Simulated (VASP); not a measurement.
```
InAs
1.0
    0.00000     3.09453     3.09453
    3.09453     0.00000     3.09453
    3.09453     3.09453     0.00000
In As
1 1
Cartesian
  0.00000   0.00000   0.00000
  1.54726   1.54726   1.54726
```

Level of theory: PBE GGA, VASP's PBE PAW potentials (set 64) (plane waves; VASP 6.6.1). Settings: 520 eV cut-off, Gaussian smearing of 0.050 eV, potentials In_d As.

Question: Give the energies of bands 7 to 12 at the high-symmetry points, in eV from the Fermi level.

Answer: 
```tsv
band	Γ	X	U	L	W
7	-0.55	-5.55	-5.43	-5.43	-5.43
8	0.00	-2.10	-2.95	-0.89	-2.67
9	0.00	-2.10	-1.76	-0.89	-2.58
10	0.00	1.65	2.12	0.81	3.91
11	3.87	2.04	4.11	4.63	4.26
12	3.87	8.76	7.01	4.63	4.80
```

It has no gap at this level: it comes out as a metal or semimetal.

The compound is InAs in the zinc blende structure. It was relaxed first, which changed the volume by +7 %.
